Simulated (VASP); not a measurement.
These are optB86b-vdW, VASP's PBE PAW potentials (set 64) (plane waves; VASP 6.6.1) values and carry that method's errors.

Input for VASP

### KPOINTS
```
Automatic mesh
0
Gamma
4 4 4
0 0 0
```

### POSCAR
```
CsSnI3
1
    6.0888277484     0.0000000000    -0.0000000000
    0.0000000000     6.0888277484     0.0000000000
   -0.0000000000     0.0000000000     6.0888277484
Cs Sn I
1 1 3
Direct
  0.0000000000   0.0000000000   0.0000000000
  0.5000000000   0.5000000000   0.5000000000
  0.5000000000   0.0000000000   0.5000000000
  0.0000000000   0.5000000000   0.5000000000
  0.5000000000   0.5000000000   0.0000000000
```

INCAR:
```
# general
SYSTEM  =CsSnI3
PREC    =Accurate
ENCUT   =520
LREAL   =F
LASPH   =T

# electronic loop
EDIFF   =1E-6
NELM    =100
ALGO    =Normal
LMAXMIX =4

# smearing
ISMEAR  =0
SIGMA   =0.05

# functional
GGA     =MK
LUSE_VDW=T
AGGAC   =0.0
PARAM1  =0.1234
PARAM2  =1.0

# ions
IBRION  =2
NSW     =60
ISIF    =3
EDIFFG  =-0.02

# output
LWAVE   =F
LCHARG  =F
```

POTCAR, in this order: Cs_sv Sn_d I (PBE.64 set). Program: vasp_std.

Energy and stress use the plane-wave basis of the starting cell. Unless said otherwise, spin-orbit coupling is left out, though it shifts the bands of the heavy elements here.

Q: Predict the energy per atom (σ→0), volume per atom, band gap (on the k-mesh).

A: 
The energy per atom (σ→0) is -0.462 eV/atom and the band gap (on the k-mesh) comes out as 0.32 eV. The volume per atom is 47.48 Å³/atom.

### OSZICAR
```
...
DAV:   1    -0.233374056930E+01   -0.25707E-01   -0.52932E-01   612   0.650E+00    0.819E-01
DAV:   2    -0.231445914612E+01    0.19281E-01   -0.33360E-02   604   0.164E+00    0.360E-01
DAV:   3    -0.230948359924E+01    0.49755E-02   -0.15773E-02   682   0.991E-01    0.136E-01
DAV:   4    -0.230936201955E+01    0.12158E-03   -0.33820E-04   528   0.123E-01    0.113E-01
DAV:   5    -0.230927834223E+01    0.83677E-04   -0.16037E-04   732   0.939E-02    0.294E-02
DAV:   6    -0.230927351954E+01    0.48227E-05   -0.28726E-05   606   0.506E-02    0.492E-03
DAV:   7    -0.230927340691E+01    0.11263E-06   -0.11929E-06   326   0.684E-03
   3 F= -.23092734E+01 E0= -.23092734E+01  d E =-.363904E-01
```

The compound is CsSnI3 in the cubic perovskite structure, the ideal cubic form; the compound distorts at low or room temperature. This run relaxes it. Symmetry was kept, so distortions that lower it aren't found. The start is the result of an earlier pass.
